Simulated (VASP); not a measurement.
# Na2Pd (P-3m1) in VASP: equation of state

How stiff is Na2Pd in PBE, and what volume does it want? The cell is scaled to several volumes.

All numbers are computed with VASP 6.6.1; they aren't measurements. Logs are shortened: lines on timing, memory, paths and dates and some standing lists are left out, and cuts for length are marked.

## Step 1: Starting point

Symmetry: P-3m1, No. 164, trigonal system. The conventional cell has a = 3.131 Å, b = 3.131 Å, c = 7.965 Å, α = 90.00°, β = 90.00°, γ = 120.00°. Around Na (site symmetry 3m) lie 3 Pd at 2.91 Å and 6 Na at 3.13 Å. Pd (site symmetry -3m) has 6 Na at 2.91 Å and 6 Pd at 3.13 Å as nearest neighbours.

The cell was built by a generator and needn't be a form met in nature.

## Step 2: Equation of state, PBE, 21.19 Å³/atom (volume scaled by 0.94)

File INCAR:

```
PREC     = Accurate       # precision mode
ENCUT    = 520            # plane-wave cutoff, eV
EDIFF    = 1E-7           # SCF threshold, eV
ISMEAR   = -1             # smearing method
SIGMA    = 0.05           # smearing width, eV
LREAL    = F              # projectors in reciprocal space
LASPH    = T              # aspherical terms in the spheres
NELM     = 100            # most SCF steps
ALGO     = Normal         # electronic algorithm
ISIF     = 2              # what is computed and relaxed
LWAVE    = F              # write WAVECAR
LCHARG   = F              # write CHGCAR
GGA      = PE             # functional
NBANDS   = 19             # bands
```

File KPOINTS:

```
regular mesh
0
Gamma
  10 10 4
```

File POSCAR:

```
Na2Pd
1.0
    3.0669273726      0.0000000000      0.0000000000
   -1.5334636863      2.6560399793      0.0000000000
    0.0000000000      0.0000000000      7.8028441697
Na Pd
2 1
Direct
    0.3333300000      0.6666700000      0.2863900000
    0.6666700000      0.3333300000      0.7136100000
    0.0000000000      0.0000000000      0.0000000000
```

Potentials or basis: VASP PAW PBE potentials, release 64 (Na_pv, Pd).

Launch:

```console
> cat potpaw_PBE.64/Na_pv/POTCAR potpaw_PBE.64/Pd/POTCAR > POTCAR
> mpirun -np 1 vasp_std > vasp.out
```

OUTCAR:

```text
PREC = Accurate
   ENCUT = 520
   EDIFF = 1E-7
   ISMEAR = -1
   LREAL = F
   LASPH = T
   NELM = 100
   ISIF = 2
   GGA = PE

 Found    117 irreducible k-points:

 Following reciprocal coordinates:
            Coordinates               Weight
  0.000000  0.000000  0.000000      1.000000
  0.100000 -0.000000  0.000000      4.000000
 -0.100000  0.100000  0.000000      2.000000
  0.200000 -0.000000  0.000000      4.000000
 -0.200000  0.200000  0.000000      2.000000
  0.300000 -0.000000  0.000000      4.000000
   k-points           NKPTS =    117   k-points in BZ     NKDIM =    117   number of bands    NBANDS=     19
   number of dos      NEDOS =    301   number of ions     NIONS =      3
   total plane-waves  NPLWV =  34560
   dimension x,y,z NGX =    24 NGY =   24 NGZ =   60
   dimension x,y,z NGXF=    48 NGYF=   48 NGZF=  120
   ions per type =               2   1
   NGX,Y,Z   is equivalent  to a cutoff of  13.01, 13.01, 12.78 a.u.
   NGXF,Y,Z  is equivalent  to a cutoff of  26.02, 26.02, 25.57 a.u.
 SYSTEM =  unknown system
   PREC   = accura    normal or accurate (medium, high low for compatibility)
   ISTART =      0    job   : 0-new  1-cont  2-samecut
   ICHARG =      2    charge: 1-file 2-atom 10-const
   ISPIN  =      1    spin polarized calculation?
   LNONCOLLINEAR =      F non collinear calculations
   LSORBIT =      F    spin-orbit coupling
   LASPH  =      T    aspherical Exc in radial PAW
   ENCUT  =  520.0 eV  38.22 Ry    6.18 a.u.   5.70  5.70 14.51*2*pi/ulx,y,z
   NELM   =    100;   NELMIN=  2; NELMDL= -5     # of ELM steps
   EDIFF  = 0.1E-06   stopping-criterion for ELM
   LREAL  =      F    real-space projection
   EDIFFG = 0.1E-05   stopping-criterion for IOM
   NSW    =      0    number of steps for IOM
   IBRION =     -1    ionic relax: 0-MD 1-quasi-New 2-CG
   NFREE  =      0    steps in history (QN), initial steepest desc. (CG)
   ISIF   =      2    stress and relaxation
   ISYM   =      2    0-nonsym 1-usesym 2-fastsym
   POTIM  = 0.5000    time-step for ionic-motion
   TEBEG  =    0.0;   TEEND  =   0.0 temperature during run
   PSTRESS=    0.0 pullay stress
   NELECT =      24.0000    total number of electrons
   NUPDOWN=      -1.0000    fix difference up-down
   EMIN   =  10.00;   EMAX   =-10.00  energy-range for DOS
   EFERMI =   0.00;   METHOD = LEGACY
   ISMEAR =    -1;   SIGMA  =   0.05  broadening in eV -4-tet -1-fermi 0-gaus
   EFERMI_NEDOS =   21; number of points for ismear=-14 and -15
   IALGO  =     38    algorithm
   IMIX   =      4    mixing-type and parameters
     AMIX     =   0.40;   BMIX     =  1.00
     AMIX_MAG =   1.60;   BMIX_MAG =  1.00
  volume/ion in A,a.u.               =      21.19       142.98
  Fermi-wavevector in a.u.,A,eV,Ry     =   1.183264  2.236044 19.049696  1.400113
  Thomas-Fermi vector in A             =   2.319502
   LORBIT       =      0    0 simple, 1 ext, 2 COOP (PROOUT), +10 PAW based schemes
   GGA     = PE    functional components
   LHFCALC =     F    Hartree Fock is set to
   AEXX    =    0.0000 exact exchange contribution
   IVDW    =     0    specifies the selected vdW correction
   LEPSILON=     F    determine dielectric tensor
   LRPA    =     F    only Hartree local field effects (RPA)
 non-spin polarized calculation
  energy-cutoff  :      520.00
  volume of cell :       63.56
 maximum number of plane-waves:      1733
   NGX = 11   NGY = 11   NGZ = 29

 number of electron      23.9999981 magnetization

 Free energy of the ion-electron system (eV)
  ---------------------------------------------------
  ext. energy  EPLUGINS =         0.00000000
  ---------------------------------------------------
  free energy    TOTEN  =        -7.69115434 eV

  energy without entropy =       -7.68207098  energy(sigma->0) =       -7.68661266

 E-fermi :   3.1735     XC(G=0):  -8.9842

 val. band max:        3.1709286755   @ k =  -0.4000   0.4000   0.5000
 cond. band min:       3.1823686127   @ k =   0.0000   0.0000   0.2500
 fundamental gap:      0.0114399372
 Fermi energy:         3.1734907701

 k-point     1 :       0.0000    0.0000    0.0000
  band No.  band energies     occupation
      1     -21.1217      2.00000
      2     -21.0957      2.00000
      3     -21.0870      2.00000
      4     -21.0870      2.00000
      5     -21.0857      2.00000
      6     -21.0857      2.00000
[... 11 lines left out ...]
     18      18.0443      0.00000
     19      18.0890      0.00000

 k-point     2 :       0.1000   -0.0000    0.0000
  band No.  band energies     occupation
      1     -21.1180      2.00000
      2     -21.1052      2.00000
      3     -21.1040      2.00000
      4     -21.0932      2.00000
      5     -21.0910      2.00000
      6     -21.0897      2.00000
[... 11 lines left out ...]
     18      16.9317      0.00000
     19      17.4299      0.00000

 k-point     3 :      -0.1000    0.1000    0.0000
  band No.  band energies     occupation
      1     -21.1180      2.00000
      2     -21.1052      2.00000
      3     -21.1040      2.00000
      4     -21.0932      2.00000
      5     -21.0910      2.00000
      6     -21.0897      2.00000
[... 11 lines left out ...]
     18      16.9317      0.00000
     19      17.4299      0.00000

 k-point     4 :       0.2000   -0.0000    0.0000
  band No.  band energies     occupation
      1     -21.1523      2.00000
      2     -21.1512      2.00000
      3     -21.1080      2.00000
      4     -21.1015      2.00000
      5     -21.1000      2.00000
      6     -21.0875      2.00000
[... 11 lines left out ...]
     18      14.5322      0.00000
     19      15.4793      0.00000

 k-point     5 :      -0.2000    0.2000    0.0000
  band No.  band energies     occupation
      1     -21.1523      2.00000
      2     -21.1512      2.00000
      3     -21.1080      2.00000
      4     -21.1015      2.00000
      5     -21.1000      2.00000
      6     -21.0875      2.00000
[... 11 lines left out ...]
     18      14.5322      0.00000
     19      15.4793      0.00000

 k-point     6 :       0.3000   -0.0000    0.0000
  band No.  band energies     occupation
      1     -21.2104      2.00000
      2     -21.2080      2.00000
      3     -21.1144      2.00000
      4     -21.1127      2.00000
      5     -21.0954      2.00000
      6     -21.0807      2.00000
[... 11 lines left out ...]
     18      12.4496      0.00000
     19      12.5633      0.00000

 [... further k-points ...]
[... 5 lines left out ...]
  --------------------------------------------------------------------------------------
  -------------------------------------------------------------------------------------
  Total        0.8786619      0.8786058      0.7553880     -0.0000503     -0.0000196      0.0000339
  in kB       22.1483473     22.1469336     19.0409945     -0.0012671     -0.0004938      0.0008549
  external PRESSURE =      21.1120918 kB  Pullay stress =       0.0000000 kB

 VOLUME and BASIS-vectors are now :
 -----------------------------------------------------------------------------
  energy-cutoff  :      520.00
  volume of cell :       63.56
      direct lattice vectors                 reciprocal lattice vectors
     3.066927373  0.000000000  0.000000000     0.326059237  0.188250178  0.000000000
    -1.533463686  2.656039979  0.000000000     0.000000000  0.376500357  0.000000000
     0.000000000  0.000000000  7.802844170     0.000000000  0.000000000  0.128158397

 POSITION                                       TOTAL-FORCE (eV/Angst)
 -----------------------------------------------------------------------------------
     -0.00002      1.77070      2.23466         0.000009     -0.000005      0.174681
      1.53348      0.88534      5.56819        -0.000009      0.000005     -0.174681
      0.00000      0.00000      0.00000        -0.000000      0.000000      0.000000
 -----------------------------------------------------------------------------------
    total drift:                                0.000000      0.000000      0.000000

  FREE ENERGIE OF THE ION-ELECTRON SYSTEM (eV)
  ---------------------------------------------------
  free  energy   TOTEN  =        -7.6911543437 eV

  energy  without entropy=       -7.6820709818  energy(sigma->0) =       -7.68661266
```

OSZICAR:

```text
N       E                     dE             d eps       ncg     rms          rms(c)
DAV:   1     0.198077766365E+03    0.19808E+03   -0.12370E+04  4446   0.141E+03
DAV:   2     0.174523105529E+01   -0.19633E+03   -0.18821E+03  4549   0.365E+02
DAV:   3    -0.812376855654E+01   -0.98690E+01   -0.98226E+01  5119   0.915E+01
DAV:   4    -0.828720249237E+01   -0.16343E+00   -0.16336E+00  5162   0.116E+01
DAV:   5    -0.829344986076E+01   -0.62474E-02   -0.62470E-02  5434   0.211E+00    0.235E+00
DAV:   6    -0.778625359172E+01    0.50720E+00   -0.12660E+00  5336   0.407E+00    0.186E+00
DAV:   7    -0.770097689550E+01    0.85277E-01   -0.37189E-01  5103   0.342E+00    0.531E-01
DAV:   8    -0.769624057538E+01    0.47363E-02   -0.13020E-01  5454   0.110E+00    0.357E-01
DAV:   9    -0.769684215770E+01   -0.60158E-03   -0.11514E-01  5217   0.937E-01    0.339E-01
DAV:  10    -0.769136469066E+01    0.54775E-02   -0.23086E-02  5366   0.448E-01    0.800E-02
DAV:  11    -0.769123596374E+01    0.12873E-03   -0.31410E-04  5142   0.802E-02    0.424E-02
DAV:  12    -0.769115524690E+01    0.80717E-04   -0.35938E-04  5898   0.569E-02    0.610E-03
DAV:  13    -0.769115439690E+01    0.85000E-06   -0.75468E-06  5274   0.118E-02    0.332E-03
DAV:  14    -0.769115434366E+01    0.53245E-07   -0.21489E-07  4327   0.309E-03
   1 F= -.76911543E+01 E0= -.76866127E+01  d E =-.908336E-02
```

Run time: 77 s. Hardware: 1 thread of Intel Xeon Platinum 8488C (Sapphire Rapids), shared host; peak memory 0.26 GiB.

Results:

- Free energy: -7.6912 eV
- Pressure: 2.1 GPa
- Largest force: 0.175 eV/Å
- Band gap on the k mesh: none (metal or under the smearing width)

## Step 3: Equation of state, PBE, 21.64 Å³/atom (volume scaled by 0.96)

File INCAR:

```
  PREC = Accurate
  ENCUT = 520
  EDIFF = 1E-7
  ISMEAR = -1
  SIGMA = 0.05
  LREAL = False
  LASPH = True
  NELM = 80
  ALGO = Normal
  ISIF = 2
  LWAVE = False
  LCHARG = False
  GGA = PE
  NBANDS = 19
```

File KPOINTS:

```
Automatic mesh
0
Gamma
  10 10 4
```

File POSCAR:

```
Na2Pd
1.0
    3.0885261643      0.0000000000      0.0000000000
   -1.5442630822      2.6747451025      0.0000000000
    0.0000000000      0.0000000000      7.8577955870
Na Pd
2 1
Direct
    0.3333300000      0.6666700000      0.2863900000
    0.6666700000      0.3333300000      0.7136100000
    0.0000000000      0.0000000000      0.0000000000
```

Potentials or basis: VASP PAW PBE potentials, release 64 (Na_pv, Pd).

Launch:

```console
> cat potpaw_PBE.64/Na_pv/POTCAR potpaw_PBE.64/Pd/POTCAR > POTCAR
> mpirun -np 1 vasp_std > vasp.out
```

Wall time 66 s (1 thread of Intel Xeon Platinum 8488C (Sapphire Rapids), shared host); peak memory 0.26 GiB.

Results (log left out):

```yaml
Free_energy: -7.7058 eV
Pressure: 1.3 GPa
Largest_force: 0.118 eV/Å
Band_gap_on_the_k_mesh: none (metal or under the smearing width)
```

## Step 4: Equation of state, PBE, 22.09 Å³/atom (volume scaled by 0.98)

File INCAR:

```
SYSTEM = Na2Pd
PREC = Accurate ; ENCUT = 520
EDIFF = 1E-7 ; ISMEAR = -1
SIGMA = 0.05 ; LREAL = .FALSE.
LASPH = .TRUE. ; NELM = 60
ALGO = Normal ; ISIF = 2
LWAVE = .FALSE. ; LCHARG = .FALSE.
GGA = PE ; NBANDS = 19
```

File KPOINTS:

```
Automatic mesh
0
G
  10 10 4
  0 0 0
```

File POSCAR:

```
Na2Pd
1.0
    3.1098270179      0.0000000000      0.0000000000
   -1.5549135089      2.6931922034      0.0000000000
    0.0000000000      0.0000000000      7.9119889932
Na Pd
2 1
Direct
    0.3333300000      0.6666700000      0.2863900000
    0.6666700000      0.3333300000      0.7136100000
    0.0000000000      0.0000000000      0.0000000000
```

Launch:

```console
> cat potpaw_PBE.64/Na_pv/POTCAR potpaw_PBE.64/Pd/POTCAR > POTCAR
> mpirun -np 1 vasp_std > vasp.out
```

It took 86 s on 1 thread of Intel Xeon Platinum 8488C (Sapphire Rapids), shared host; peak memory 0.26 GiB.

Results (log left out):

```yaml
Free_energy: -7.7143 eV
Pressure: 0.7 GPa
Largest_force: 0.067 eV/Å
Band_gap_on_the_k_mesh: none (metal or under the smearing width)
```

## Step 5: Equation of state, PBE, 22.99 Å³/atom (volume scaled by 1.02)

File INCAR:

```
ALGO     = Normal         # electronic algorithm
EDIFF    = 1E-7           # SCF threshold, eV
ENCUT    = 520            # plane-wave cutoff, eV
GGA      = PE             # functional
ISIF     = 2              # what is computed and relaxed
ISMEAR   = -1             # smearing method
LASPH    = True           # aspherical terms in the spheres
LCHARG   = False          # write CHGCAR
LREAL    = False          # projectors in reciprocal space
LWAVE    = False          # write WAVECAR
NBANDS   = 19             # bands
NELM     = 60             # most SCF steps
PREC     = Accurate       # precision mode
SIGMA    = 0.05           # smearing width, eV
```

File KPOINTS:

```
k-points
0
Gamma
  10 10 4
```

File POSCAR:

```
Na2Pd
1.0
    3.1515746440      0.0000000000      0.0000000000
   -1.5757873220      2.7293467485      0.0000000000
    0.0000000000      0.0000000000      8.0182028619
Na Pd
2 1
Direct
    0.3333300000      0.6666700000      0.2863900000
    0.6666700000      0.3333300000      0.7136100000
    0.0000000000      0.0000000000      0.0000000000
```

Launch:

```console
> cat potpaw_PBE.64/Na_pv/POTCAR potpaw_PBE.64/Pd/POTCAR > POTCAR
> mpirun -np 1 vasp_std > vasp.out
```

Run time: 96 s. Hardware: 1 thread of Intel Xeon Platinum 8488C (Sapphire Rapids), shared host; peak memory 0.27 GiB.

The run converged. Its results:

```yaml
Free_energy: -7.7154 eV
Pressure: -0.5 GPa
Largest_force: 0.025 eV/Å
Band_gap_on_the_k_mesh: none (metal or under the smearing width)
```

## Step 6: Equation of state, PBE, 23.44 Å³/atom (volume scaled by 1.04)

File INCAR:

```
PREC = Accurate
ENCUT = 520
EDIFF = 1E-7
ISMEAR = -1
SIGMA = 0.05
LREAL = F
LASPH = T
NELM = 100
ALGO = Normal
ISIF = 2
LWAVE = F
LCHARG = F
GGA = PE
NBANDS = 19
```

File KPOINTS:

```
regular mesh
0
Gamma
  10 10 4
```

File POSCAR:

```
Na2Pd
1.0
    3.1720399879      0.0000000000      0.0000000000
   -1.5860199939      2.7470702759      0.0000000000
    0.0000000000      0.0000000000      8.0702705732
Na Pd
2 1
Direct
    0.3333300000      0.6666700000      0.2863900000
    0.6666700000      0.3333300000      0.7136100000
    0.0000000000      0.0000000000      0.0000000000
```

Potentials or basis: VASP PAW PBE potentials, release 64 (Na_pv, Pd).

Launch:

```console
> cat potpaw_PBE.64/Na_pv/POTCAR potpaw_PBE.64/Pd/POTCAR > POTCAR
> mpirun -np 1 vasp_std > vasp.out
```

It took 74 s on 1 thread of Intel Xeon Platinum 8488C (Sapphire Rapids), shared host; peak memory 0.27 GiB.

It converged, with:

```
Free energy            : -7.7091 eV
Pressure               : -1.0 GPa
Largest force          : 0.066 eV/Å
Band gap on the k mesh : none (metal or under the smearing width)
```

## Step 7: Equation of state, PBE, 23.89 Å³/atom (volume scaled by 1.06)

File INCAR:

```
SYSTEM = Na2Pd
ALGO     = Normal         ! electronic algorithm
EDIFF    = 1E-7           ! SCF threshold, eV
ENCUT    = 520            ! plane-wave cutoff, eV
GGA      = PE             ! functional
ISIF     = 2              ! what is computed and relaxed
ISMEAR   = -1             ! smearing method
LASPH    = .True.         ! aspherical terms in the spheres
LCHARG   = .False.        ! write CHGCAR
LREAL    = .False.        ! projectors in reciprocal space
LWAVE    = .False.        ! write WAVECAR
NBANDS   = 19             ! bands
NELM     = 100            ! most SCF steps
PREC     = Accurate       ! precision mode
SIGMA    = 0.05           ! smearing width, eV
```

File KPOINTS:

```
k-points
0
Gamma
  10 10 4
  0 0 0
```

File POSCAR:

```
Na2Pd
1.0
    3.1922446090      0.0000000000      0.0000000000
   -1.5961223045      2.7645680106      0.0000000000
    0.0000000000      0.0000000000      8.1216749564
Na Pd
2 1
Direct
    0.3333300000      0.6666700000      0.2863900000
    0.6666700000      0.3333300000      0.7136100000
    0.0000000000      0.0000000000      0.0000000000
```

Potentials or basis: VASP PAW PBE potentials, release 64 (Na_pv, Pd).

Launch:

```console
> cat potpaw_PBE.64/Na_pv/POTCAR potpaw_PBE.64/Pd/POTCAR > POTCAR
> mpirun -np 1 vasp_std > vasp.out
```

OUTCAR:

```text
SYSTEM = Na2Pd
   EDIFF = 1E-7
   ENCUT = 520
   GGA = PE
   ISIF = 2
   ISMEAR = -1
   LASPH = .True.
   LREAL = .False.
   NELM = 100
   PREC = Accurate

 Found    117 irreducible k-points:

 Following reciprocal coordinates:
            Coordinates               Weight
  0.000000  0.000000  0.000000      1.000000
  0.100000  0.000000  0.000000      4.000000
 -0.100000  0.100000  0.000000      2.000000
  0.200000  0.000000  0.000000      4.000000
 -0.200000  0.200000  0.000000      2.000000
[... 80 lines left out ...]
      5     -21.8835      2.00000
      6     -21.8745      2.00000
[... 109 lines left out ...]
      6     -21.8643      2.00000
[... 11 lines left out ...]
     18      10.9652      0.00000
     19      11.1527      0.00000

 [... further k-points ...]
[... 5 lines left out ...]
  --------------------------------------------------------------------------------------
  -------------------------------------------------------------------------------------
  Total       -0.4742709     -0.4743737     -0.9842682     -0.0000882     -0.0000139      0.0000241
  in kB      -10.6015160    -10.6038156    -22.0016379     -0.0019710     -0.0003112      0.0005393
  external PRESSURE =     -14.4023231 kB  Pullay stress =       0.0000000 kB

 VOLUME and BASIS-vectors are now :
 -----------------------------------------------------------------------------
  energy-cutoff  :      520.00
  volume of cell :       71.68
      direct lattice vectors                 reciprocal lattice vectors
     3.192244609  0.000000000  0.000000000     0.313259202  0.180860083  0.000000000
    -1.596122304  2.764568011  0.000000000     0.000000000  0.361720166  0.000000000
     0.000000000  0.000000000  8.121674956     0.000000000  0.000000000  0.123127311

 POSITION                                       TOTAL-FORCE (eV/Angst)
 -----------------------------------------------------------------------------------
     -0.00002      1.84305      2.32597         0.000006     -0.000003     -0.102890
      1.59614      0.92151      5.79571        -0.000006      0.000003      0.102890
      0.00000      0.00000      0.00000        -0.000000      0.000000      0.000000
 -----------------------------------------------------------------------------------
    total drift:                                0.000000      0.000000      0.000000

  FREE ENERGIE OF THE ION-ELECTRON SYSTEM (eV)
  ---------------------------------------------------
  free  energy   TOTEN  =        -7.6989003901 eV

  energy  without entropy=       -7.6887802483  energy(sigma->0) =       -7.69384032
```

It took 88 s on 1 thread of Intel Xeon Platinum 8488C (Sapphire Rapids), shared host; peak memory 0.28 GiB.

Results:

* Free energy: -7.6989 eV
* Pressure: -1.4 GPa
* Largest force: 0.103 eV/Å
* Band gap on the k mesh: none (metal or under the smearing width)

## Step 8: Equation of state, PBE

Potentials or basis: VASP PAW PBE potentials, release 64 (Na_pv, Pd).

This step only gathers the single runs of the series.

Results:

```yaml
Equilibrium_volume: 22.58 Å³/atom
Bulk_modulus_at_fixed_shape_and_positions: 29 GPa
Pressure_derivative_of_the_bulk_modulus: 4.8
```

Energy against volume, from the lowest point:
```
volume (Å³/atom)  energy (meV/atom)
          21.187               8.72
          21.638               3.83
          22.089               0.99
          22.539               0.00
          22.990               0.64
          23.441               2.74
          23.892               6.14
```

Caveat: the cell was scaled at fixed shape and fractional positions, which overstates the stiffness of a crystal with free parameters, most of all of layers and chains.
